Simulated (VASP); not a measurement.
Method: PBE GGA, VASP's PBE PAW potentials (set 64) (plane waves; VASP).

The input files of a VASP run:

### INCAR
```
LMAXMIX = 4
LWAVE = .FALSE.
EDIFF = 1E-6
ISMEAR = -1   # Fermi-Dirac
GGA = PE
PREC = Accurate
LASPH = .TRUE.   # aspherical one-centre terms
SYSTEM = Sn
ISIF = 2   # forces and stress, cell fixed
LCHARG = .FALSE.
LREAL = .FALSE.   # projection in real space or not
ENCUT = 300
ALGO = Normal
NELM = 100
SIGMA = 0.05   # width (eV)
```

POSCAR:
```
Sn
1
    0.0000000000     3.1796100000     3.1796100000
    3.1796100000     0.0000000000     3.1796100000
    3.1796100000     3.1796100000     0.0000000000
Sn
2
Direct
  0.0000000000   0.0000000000   0.0000000000
  0.2500000000   0.2500000000   0.2500000000
```

KPOINTS:
```
Automatic mesh
0
Gamma
9 9 9
0 0 0
```

POTCAR, in this order: Sn_d (PBE.64 set). Program: vasp_std.

The resulting files:

**OUTCAR**
```
 ion  position               nearest neighbor table
   1  0.000  0.000  0.000-   2 2.75   2 2.75   2 2.75   2 2.75
   2  0.250  0.250  0.250-   1 2.75   1 2.75   1 2.75   1 2.75
  LATTYP: Found a face centered cubic cell.
 ALAT       =     6.3592200000
 Subroutine PRICEL returns:
 Original cell was already a primitive cell.
 Subroutine GETGRP returns: Found 48 space group operations
The static configuration has the point symmetry T_d .
 The point group associated with its full space group is O_h .
The dynamic configuration has the point symmetry T_d .
 Subroutine INISYM returns: Found 48 space group operations
 Subroutine IBZKPT returns following result:
 Found     35 irreducible k-points:

 Following reciprocal coordinates:
            Coordinates               Weight
  0.000000  0.000000  0.000000      1.000000
  0.111111  0.000000  0.000000      8.000000
  0.222222  0.000000  0.000000      8.000000
  0.333333  0.000000  0.000000      8.000000
  0.444444  0.000000  0.000000      8.000000
  0.111111  0.111111  0.000000      6.000000
  0.222222  0.111111  0.000000     24.000000
  0.333333  0.111111  0.000000     24.000000
...
```

File OSZICAR:
```
       N       E                     dE             d eps       ncg     rms          rms(c)
DAV:   1     0.176423836425E+03    0.17642E+03   -0.11571E+04  1266   0.167E+03
DAV:   2     0.793415608094E+01   -0.16849E+03   -0.16660E+03  1264   0.367E+02
DAV:   3    -0.717517407436E+01   -0.15109E+02   -0.15039E+02  1412   0.126E+02
DAV:   4    -0.757611160119E+01   -0.40094E+00   -0.40048E+00  1412   0.224E+01
DAV:   5    -0.759024784279E+01   -0.14136E-01   -0.14136E-01  1734   0.363E+00    0.352E+00
DAV:   6    -0.753909791791E+01    0.51150E-01   -0.26059E-02  1446   0.202E+00    0.209E+00
DAV:   7    -0.751409981304E+01    0.24998E-01   -0.56954E-02  1476   0.242E+00    0.169E-01
DAV:   8    -0.751592517379E+01   -0.18254E-02   -0.46627E-03  1382   0.790E-01    0.555E-02
DAV:   9    -0.751624801064E+01   -0.32284E-03   -0.46456E-04  1402   0.161E-01    0.208E-02
DAV:  10    -0.751625254903E+01   -0.45384E-05   -0.28790E-05  1464   0.485E-02    0.553E-03
DAV:  11    -0.751625570776E+01   -0.31587E-05   -0.71612E-06  1038   0.195E-02    0.195E-03
DAV:  12    -0.751625583813E+01   -0.13037E-06   -0.28051E-07   812   0.737E-03
   1 F= -.75162558E+01 E0= -.75157672E+01  d E =-.977205E-03
```

**OUTCAR**
```
------------------------ aborting loop because EDIFF is reached ----------------------------------------
  FORCE on cell =-STRESS in cart. coord.  units (eV):
  Direction    XX          YY          ZZ          XY          YZ          ZX
  --------------------------------------------------------------------------------------
  Total        2.5701026      2.5701026      2.5701026      0.0000000      0.0000000      0.0000000
  in kB       64.0485772     64.0485772     64.0485772      0.0000000      0.0000000      0.0000000
  external PRESSURE =      64.0485772 kB  Pullay stress =       0.0000000 kB
  volume of cell :       64.29
      direct lattice vectors                 reciprocal lattice vectors
     0.000000000  3.179610000  3.179610000    -0.157251990  0.157251990  0.157251990
     3.179610000  0.000000000  3.179610000     0.157251990 -0.157251990  0.157251990
     3.179610000  3.179610000  0.000000000     0.157251990  0.157251990 -0.157251990
 POSITION                                       TOTAL-FORCE (eV/Angst)
 -----------------------------------------------------------------------------------
      0.00000      0.00000      0.00000        -0.000000     -0.000000     -0.000000
      1.58980      1.58980      1.58980         0.000000      0.000000      0.000000
 -----------------------------------------------------------------------------------
    total drift:                                0.000000      0.000000      0.000000
  FREE ENERGIE OF THE ION-ELECTRON SYSTEM (eV)
  ---------------------------------------------------
  free  energy   TOTEN  =        -7.5162558381 eV

  energy  without entropy=       -7.5152786328  energy(sigma->0) =       -7.51576724
```
(Selected blocks of OUTCAR.)

At this cut-off the stress carries a Pulay error, which pulls relaxed volumes low.

The structure is a typed Sn crystal (Fd-3m). The cell was not relaxed at this level, and its volume differs by -5.9 % from the start's.
